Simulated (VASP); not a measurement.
# NaSrLiS2: structure and properties in VASP, part 2 of 2

Wanted: the relaxed cell of NaSrLiS2 and its properties. The cell is invented: it takes the structure of a Materials Project entry for NaLiCdS2 (space group 156 there), with some of its atoms replaced by other elements, volume scaled by an estimate. It may not be a known or stable phase. Left out of this account: 1 further run (vcrelax: its dispersion library returned no energy). The atoms of the start are displaced at random from the sites of a P3m1 cell.

VASP 6.6.1, plane waves and PAW; the level of theory is named at each step.

So far, gap on the k-mesh (eV): step 2 (rough relaxation of the start cell) 2.69; step 3 (relaxing cell and atoms (PBE)) 2.68; step 4 (single point with fields (PBE)) 2.68; step 6 (density of states (PBE)) 2.68; step 7 (a semilocal run for the hybrid's start) 2.67.

## (8) Bands along the symmetry lines (HSE06)

This step: HSE06; plane waves and PAW (Sr_sv, S, Na_pv, Li_sv); invented cell (VASP 6.6.1).

HSE06 mixes in a quarter of exact exchange at short range, at far higher cost; in semiconductors this cures much of the gap error, while metals seldom gain.

INCAR reads:

```
SYSTEM = NaSrLiS2
PREC = Accurate
ENCUT = 650
EDIFF = 1E-06
NELM = 100
ISMEAR = 0
SIGMA = 0.05
LREAL = .FALSE.
ALGO = Normal
LHFCALC = .TRUE.
AEXX = 0.25
GGA = PE
HFSCREEN = 0.2
LASPH = .TRUE.
NBANDS = 22
PRECFOCK = Fast
LORBIT = 11
LWAVE = .FALSE.
LCHARG = .FALSE.
KPAR = 2
```

POSCAR reads:

```
NaSrLiS2
1.0
    4.3660983257      0.0000000000      0.0000000000
   -2.1830491678      3.7811520644      0.0000000000
    0.0000000000      0.0000000000      7.4936637596
Sr S Na Li
1 2 1 1
Direct
    0.6666666670      0.3333333330      0.3571367486
    0.3333333330      0.6666666670      0.1821602464
    0.6666666670      0.3333333330      0.7400622896
    0.0000000000      0.0000000000      0.9665531349
    0.3333333330      0.6666666670      0.7515155805
```

KPOINTS reads:

```
Automatic mesh
0
Gamma
4 4 2
0 0 0
```

KPOINTS_OPT reads:

```
Line mode
6
Line-mode
Reciprocal
  0.00000000   0.00000000   0.00000000 GAMMA
  0.50000000   0.00000000   0.00000000 M

  0.50000000   0.00000000   0.00000000 M
  0.33333333   0.33333333   0.00000000 K

  0.33333333   0.33333333   0.00000000 K
  0.00000000   0.00000000   0.00000000 GAMMA

  0.00000000   0.00000000   0.00000000 GAMMA
  0.00000000   0.00000000   0.50000000 A

  0.00000000   0.00000000   0.50000000 A
  0.50000000   0.00000000   0.50000000 L

  0.50000000   0.00000000   0.50000000 L
  0.33333333   0.33333333   0.50000000 H

  0.33333333   0.33333333   0.50000000 H
  0.00000000   0.00000000   0.50000000 A

  0.50000000   0.00000000   0.50000000 L
  0.50000000   0.00000000   0.00000000 M

  0.33333333   0.33333333   0.00000000 K
  0.33333333   0.33333333   0.50000000 H
```

The projector-augmented-wave data sets are Sr_sv, S, Na_pv and Li_sv (PBE family, release 64).

The run starts from files that an earlier step left in the folder.

Started as:

```
$ mpirun -np 2 vasp_std
```

Run time: 15 min. Hardware: 2 MPI ranks of Intel Xeon 6975P-C (Granite Rapids), shared host; peak memory 0.91 GiB; 29 min of CPU time.

The k-mesh is coarse for exact exchange; levels may shift by about 0.1 eV on a finer one. The PAW data sets were made with PBE, which is usual practice but a small mismatch for other functionals.

This step gave:

```yaml
scf_cycles: 8
free_energy_toten: -23.12 eV
fermi_energy: 0.3625 eV
least_gap_on_mesh_and_path: 3.625 eV
least_direct_gap_on_mesh_and_path: 3.657 eV
```

The electronic bands at the labelled points (eV, zero at the valence-band top; v1 is the highest filled band, c1 the lowest empty one):

```csv
point,v4,v3,v2,v1,c1,c2,c3,c4
Γ,-0.70,-0.27,-0.03,-0.03,3.63,6.08,6.48,6.48
0.40 of the way,-0.72,-0.71,-0.22,-0.22,4.50,5.54,6.29,6.62
M,-1.00,-0.74,-0.53,-0.34,4.69,5.29,6.35,7.32
0.60 of the way,-1.07,-0.97,-0.76,-0.37,4.74,5.52,6.66,7.03
K,-1.27,-1.17,-0.73,-0.42,4.77,5.63,6.55,6.95
0.60 of the way,-0.85,-0.72,-0.33,-0.21,4.68,5.47,6.22,6.62
Γ,-0.70,-0.27,-0.03,-0.03,3.63,6.08,6.48,6.48
0.40 of the way,-0.71,-0.45,-0.02,-0.02,3.91,6.08,6.52,6.52
A,-0.73,-0.73,0.00,0.00,4.63,5.73,6.57,6.57
0.40 of the way,-0.76,-0.56,-0.36,-0.16,4.63,5.77,6.32,6.77
L,-0.88,-0.75,-0.37,-0.21,4.67,4.88,6.45,7.81
0.40 of the way,-1.11,-0.83,-0.40,-0.13,4.72,4.89,6.75,7.39
H,-1.50,-1.15,-0.37,-0.07,4.81,4.88,6.99,7.17
0.40 of the way,-1.10,-0.70,-0.46,-0.15,4.57,5.24,6.89,7.11
A,-0.73,-0.73,0.00,0.00,4.63,5.73,6.57,6.57
jump to L,-0.88,-0.75,-0.37,-0.21,4.67,4.88,6.45,7.80
0.40 of the way,-0.84,-0.84,-0.41,-0.24,4.64,5.05,6.48,7.44
M,-1.00,-0.74,-0.53,-0.34,4.69,5.29,6.35,7.32
jump to K,-1.27,-1.17,-0.73,-0.42,4.77,5.63,6.55,6.95
0.60 of the way,-1.43,-1.19,-0.48,-0.16,4.80,5.10,6.84,7.06
H,-1.50,-1.15,-0.37,-0.07,4.81,4.88,6.99,7.17
```

Of the projections kept (Sr, S, Na, Li), the largest for each band there; the rest of the weight can lie on other orbitals:

```csv
point,v4,v3,v2,v1,c1,c2,c3,c4
Γ,S 0.88,S 0.89,S 0.97,S 0.97,S 0.59,Sr 0.41,Sr 0.95,Sr 0.95
M,S 0.90,S 0.89,S 0.93,S 0.92,Sr 0.85,Sr 0.57,S 0.39,Sr 0.51
K,S 0.91,S 0.90,S 0.91,S 0.92,Sr 0.87,Sr 0.61,Sr 0.86,Sr 0.55
Γ,S 0.88,S 0.89,S 0.97,S 0.97,S 0.59,Sr 0.41,Sr 0.95,Sr 0.95
A,S 0.88,S 0.88,S 0.96,S 0.96,S 0.74,S 0.54,Sr 0.91,Sr 0.91
L,S 0.89,S 0.91,S 0.94,S 0.91,Sr 0.66,Sr 0.70,Sr 0.33,Sr 0.54
```

The gap moves by +0.95 eV against PBE, which ran on another mesh.

## (9) Dielectric tensor and Born charges (PBE)

This step: PBE; plane waves and PAW (Sr_sv, S, Na_pv, Li_sv); invented cell (VASP 6.6.1).

The response to a static field gives the electronic dielectric tensor and the Born charges. It needs tightly converged orbitals, hence the small EDIFF.

INCAR reads:

```
SYSTEM = NaSrLiS2
PREC = Accurate
ENCUT = 650
EDIFF = 1E-08
NELM = 100
ISMEAR = 0
SIGMA = 0.01
LREAL = .FALSE.
ALGO = Normal
GGA = PE
NBANDS = 22
LORBIT = 11
LWAVE = .FALSE.
LCHARG = .FALSE.
KPAR = 2
LEPSILON = .TRUE.
```

POSCAR is that of step 8.

KPOINTS reads:

```
Automatic mesh
0
Gamma
7 7 4
0 0 0
```

Started as:

```
$ mpirun -np 2 vasp_std
```

The job ended after 16 min (2 MPI ranks; peak memory 1.9 GiB; 31 min of CPU time).

Energies printed during the response cycles are not total energies of the cell.

Numbers from this step:

```yaml
irreducible_k_points: 28
fermi_energy: 0.8224 eV
pressure: 0.008123 GPa
gap_on_the_k_mesh: 2.673 eV
least_direct_gap_on_the_k_mesh: 2.702 eV
```

Electronic dielectric tensor with local fields:

```
3.90 0.00 0.00
0.00 3.90 0.00
0.00 0.00 4.10
```

Born effective charge (e), principal values of the symmetric part by kind of site:

```csv
atom,atoms with these values,low,middle,high,mean
Sr1,1,1.93,1.93,2.10,1.99
S2,1,-2.11,-2.11,-1.95,-2.06
S3,1,-2.17,-2.00,-2.00,-2.06
Na4,1,1.15,1.15,1.16,1.15
Li5,1,0.86,1.03,1.03,0.97
```

In full for Li5:

```
1.03 0.00 0.00
0.00 1.03 0.00
0.00 0.00 0.86
```

Piezoelectric tensor with clamped ions (C/m²), by row:

```csv
field,xx,yy,zz,xy,yz,zx
x,0,0,0,-0.01773,0,0.1091
y,-0.01773,0.01773,0,0,0.1091,0
z,0.1203,0.1203,-0.2278,0,0,0
```

The Born charges sum to zero; the printed set may have that rule imposed, so this is no test. The mean Born charge of S, -2.06 e, lies near its nominal -2, though a dynamic charge doesn't by itself measure how ionic a bond is.

## (10) Elastic constants (PBE)

IBRION = 6 with ISIF = 3 strains the cell both ways at fixed fractional positions, and adds the ions' share afterwards from the force constants. Stress converges slowly with the basis, so the cutoff is raised.

INCAR reads:

```
SYSTEM = NaSrLiS2
PREC = Accurate
ENCUT = 700
EDIFF = 1E-07
NELM = 100
ISMEAR = 0
SIGMA = 0.05
LREAL = .FALSE.
ALGO = Normal
GGA = PE
NBANDS = 22
LORBIT = 11
LWAVE = .FALSE.
LCHARG = .FALSE.
KPAR = 2
IBRION = 6
NFREE = 2
POTIM = 0.015
ISIF = 3
NSW = 1
```

POSCAR is that of step 9.

KPOINTS reads:

```
Automatic mesh
0
Gamma
6 6 3
0 0 0
```

Started as:

```
$ mpirun -np 2 vasp_std
```

It took 26 s on 2 MPI ranks.

The run ended with an error.

VASP's message: “RE_READ_KPOINTS: the new IBZ does not contain all k-points of the original IBZ.”. No number of this run is used.

## (11) Elastic tensor by finite strains (PBE)

IBRION = 6 with ISIF = 3 strains the cell both ways at fixed fractional positions, and adds the ions' share afterwards from the force constants.

Changes to INCAR since step 10:

```diff
@@ -20 +20,2 @@
 NSW = 1
+KBLOWUP = .FALSE.
```

POSCAR is that of step 10.

KPOINTS is that of step 10.

Started as:

```
$ mpirun -np 2 vasp_std
```

It took 19 min on 2 MPI ranks; peak memory 1.3 GiB.

The last energy, forces, stress and levels in OUTCAR belong to the last displaced cell, not to the cell of POSCAR.

This step gave:

- irreducible k-points: 17
- pressure of the cell: 0.008980 GPa
- largest force of the cell: 0.008538 eV/Å
- mechanically stable: yes
- bulk modulus (Voigt): 29.62 GPa
- shear modulus (Voigt): 10.52 GPa
- bulk modulus (Hill): 28.58 GPa
- shear modulus (Hill): 9.536 GPa
- Young's modulus: 25.75 GPa
- Poisson's ratio: 0.3498

Elastic constants with relaxed ions, Voigt order xx yy zz yz xz xy (GPa):

```
52.39 21.52 21.98  2.61  0.00  0.00
21.52 52.39 21.98 -2.61  0.00  0.00
21.98 21.98 30.81  0.00  0.00  0.00
 2.61 -2.61  0.00  6.89  0.00  0.00
 0.00  0.00  0.00  0.00  6.89  2.61
 0.00  0.00  0.00  0.00  2.61 15.44
```

Elastic constants with clamped ions, Voigt order xx yy zz yz xz xy (GPa):

```
66.90 19.25 21.79 -1.18  0.00  0.00
19.25 66.90 21.79  1.18  0.00  0.00
21.79 21.79 62.11  0.00  0.00  0.00
-1.18  1.18  0.00 19.40  0.00  0.00
 0.00  0.00  0.00  0.00 19.40 -1.18
 0.00  0.00  0.00  0.00 -1.18 23.82
```

Transverse limit, no LO-TO splitting. The modes at Γ (shares of kinetic energy by element, %):

```csv
mode,frequency (cm⁻¹),symmetry,Sr %,S %,Na %,Li %
1,-0.2,acoustic,48,35,13,4
2,-0.1,acoustic,48,35,13,4
3,-0.1,acoustic,48,35,13,4
4,73.1,E,27,56,10,7
5,73.1,E,27,56,10,7
6,136.0,E,2,23,74,0
7,136.0,E,2,23,74,0
8,151.3,A1,0,47,1,51
9,172.0,A1,2,13,82,3
10,212.4,A1,49,42,3,5
11,226.8,E,23,76,1,0
12,226.8,E,23,76,1,0
13,260.5,A1,0,62,0,37
14,311.8,E,0,9,2,89
15,311.8,E,0,9,2,89
```

Displacements in mode 4 (73.1 cm⁻¹), the largest set to 1:
```
Sr1  0.36  0.44  0.00
S2   0.28  0.35  0.00
S3  -0.81 -1.00  0.00
Na4 -0.43 -0.54  0.00
Li5 -0.64 -0.80  0.00
```

Displacements in mode 10 (212.4 cm⁻¹), the largest set to 1:
```
Sr1  0.00  0.00 -0.78
S2   0.00  0.00  0.64
S3   0.00  0.00  1.00
Na4  0.00  0.00  0.40
Li5  0.00  0.00  0.87
```

B/G is 3.00, which by Pugh's rule of thumb (1.75) points to a ductile solid. With the density of 2.44 g/cm³ the Hill moduli give sound speeds of 4.12 km/s (longitudinal) and 1.98 km/s (transverse), and from their mean a Debye temperature of 227 K.

## (12) What came out

- relaxed volume: 24.74 Å³/atom
- relaxed conventional cell a, b, c: 4.366, 4.366, 7.494 Å; angles 90.0, 90.0, 120.0°
- space group after relaxing, within 0.02 Å: P3m1 (No. 156)
- band gap: 2.67 eV, indirect (least direct gap of that run 2.70 eV)
- gap among the points of the DOS mesh alone, an upper bound: 2.68 eV
- band gap (HSE06): 3.62 eV, indirect (least direct gap of that run 3.66 eV)
- electronic dielectric constant, mean: 3.96
- bulk modulus (Hill): 28.6 GPa
- shear modulus (Hill): 9.54 GPa
- Debye temperature from the elastic constants: 227 K
- highest zone-centre mode: 312 cm⁻¹

In words: With PBE, NaSrLiS2 relaxes to 24.74 Å³/atom in space group P3m1 and has an indirect gap of 2.67 eV (3.62 eV with HSE06). Bands along the symmetry lines (HSE06): On this path the gap is indirect, 3.63 eV, with the valence top at A and the conduction bottom at Γ. The least direct gap is 3.66 eV. Dielectric tensor and Born charges (PBE): The principal values of the electronic dielectric tensor with local fields are 3.90, 3.90 and 4.10. Dielectric tensor and Born charges (PBE): Mean Born effective charge: Sr1 1.99, S2 -2.06, S3 -2.06, Na4 1.15, Li5 0.97 e. Elastic tensor by finite strains (PBE): The highest mode in this list at Γ, 311.8 cm⁻¹, is mostly motion of Li (89 % of the kinetic energy). The other levels ran on the cell relaxed with PBE, and without spin-orbit coupling unless named. Semilocal functionals usually underestimate gaps. Spin-orbit coupling is left out; it would split some degenerate bands. Modes at Γ alone can't show that the crystal is stable at other wave vectors, and the LO-TO splitting is not included. No search among competing phases was made. All values are for a static lattice at zero temperature.

[Lines on the potential files, build, host, timing and source positions are cut from VASP's logs without a mark.]

[Logs are printed without paths, hosts, clocks, repeated set-up lines and the standing remarks that a program may print on its own settings, such as how far it seeks lower states.]

[Hosts, paths, dates, database ids (printed as entryN), source tags and the programs' standing remarks are cut or masked in the printed files.]

[A measured line is paired with the nearest computed mode of its activity, which favours agreement.]
